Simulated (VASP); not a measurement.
## MgCdHg: single point with PBE

The system is MgCdHg.

```
Mg Cd Hg
1.0
    -1.93812    1.93812    4.45255
     1.93812   -1.93812    4.45255
     1.93812    1.93812   -4.45255
Mg Cd Hg
1 1 1
Cartesian
  0.0000 0.0000 5.9251
  0.0000 0.0000 2.9740
  0.0000 0.0000 0.0059
```

The cell comes from a database or a generator and needn't be the stable form of this composition.

```
Program                : VASP 6.6.1
Task                   : single point
Functional             : PBE
Potentials or basis    : VASP PAW PBE potentials, release 64 (Mg, Cd, Hg)
Cutoff                 : 520 eV
k mesh                 : 14 × 14 × 14
Occupations            : gaussian, width 0.1 eV
Spin                   : no spin polarisation
Dipole correction      : no
Further INCAR settings : ALGO = Fast; EDIFF = 1e-06; NBANDS = 20
```

The pressure is 0.1 GPa. The band gap on the k mesh is none (metal or under the smearing width).

Levels at points of the mesh, in eV from the Fermi level:
```
           k point  band 9  band 10  band 11  band 12  band 13  band 14  band 15  band 16  band 17  band 18
(0.00, 0.00, 0.00)   -7.31    -7.31    -7.05     0.08     0.42     3.77     3.77     4.23     4.79     4.79
(0.50, 0.00, 0.00)   -7.17    -7.08    -5.40    -4.77    -1.30     0.22     4.96     6.11     6.22     6.81
(0.50, 0.50, 0.00)   -7.24    -6.92    -3.55    -2.53    -0.99    -0.39    -0.01     0.71     5.14     5.43
(0.50, 0.50, 0.50)   -7.17    -7.08    -6.54    -5.93     1.67     1.67     3.19     5.36     8.85     9.51
```

Run time: 6.5 min on 1 thread of Intel(R) Xeon(R) Platinum 8488C (Sapphire Rapids) (shared host), peak memory 0.54 GiB.

The run has no spin-orbit coupling, so splittings on Hg are missing.
